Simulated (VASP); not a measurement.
An input for Ansatz (written as the equivalent of a VASP run, and not itself run):

Ansatz 0.2 input:
```yaml
crystal:
  lattice:
    - [5.2467528, 0.0000000, 0.0000000]
    - [0.0000000, 1.6274399, 8.0462235]
    - [0.0000000, -1.6274399, 8.0462235]
  atoms:
    - { symbol: Mg, position: [0.5000000, 0.9996447, 0.9996447] }
    - { symbol: Mg, position: [0.5000000, 0.6676598, 0.6676598] }
    - { symbol: Mg, position: [0.5000000, 0.3335351, 0.3335351] }
    - { symbol: Mg, position: [0.0000000, 0.8885651, 0.8885651] }
    - { symbol: Mg, position: [0.0000000, 0.5540909, 0.5540909] }
    - { symbol: Sb, position: [0.0000000, 0.2231544, 0.2231544] }
kpoints:
  mp_grid: { grid: [7, 11, 11] }
hamiltonian:
  xc: pbesol
  pseudopotentials: { kind: paw }
scf:
  occupations: { method: tetrahedron }
  max_iter: 100
output: { forces: true, stress: true, eigenvalues: true }
```

Q: Translate this input to VASP (INCAR, KPOINTS, POSCAR, choice of POTCAR).

A: One answer among several that fit: 
### INCAR
```
ALGO = Normal
EDIFF = 1E-7
ENCUT = 400
GGA = PS
ISIF = 2
ISMEAR = -5
LASPH = .TRUE.
LCHARG = .TRUE.
LEFG = .TRUE.
LMAXMIX = 4
LORBIT = 11
LREAL = .FALSE.
LWAVE = .FALSE.
NEDOS = 601
NELM = 100
PREC = Accurate
SYSTEM = Mg5Sb
```

POSCAR:
```
Mg5Sb
1
    5.2467528173     0.0000000000     0.0000000000
    0.0000000000     1.6274398531     8.0462235394
    0.0000000000    -1.6274398531     8.0462235394
Mg Sb
5 1
Direct
  0.5000000000   0.9996446761   0.9996446761
  0.5000000000   0.6676597860   0.6676597860
  0.5000000000   0.3335351342   0.3335351342
  0.0000000000   0.8885650526   0.8885650526
  0.0000000000   0.5540909424   0.5540909424
  0.0000000000   0.2231544087   0.2231544087
```

KPOINTS:
```
Automatic mesh
0
Gamma
7 11 11
0 0 0
```

POTCAR, in this order: Mg Sb (PBE.64 set). Program: vasp_std.

Limits of the translation: each code has its own PAW files, so the cut-off isn't converted (ENCUT is set for VASP's; basis.ecutwfc is left out, and Ansatz then takes the one that its files recommend); Ansatz stops its SCF on the density residual and VASP on the energy change (EDIFF); the field gradients of LEFG aren't asked of the other code.

The structure comes from a computed database's Mg5Sb entry (Amm2); how it stands against other phases isn't given here. It was relaxed first.
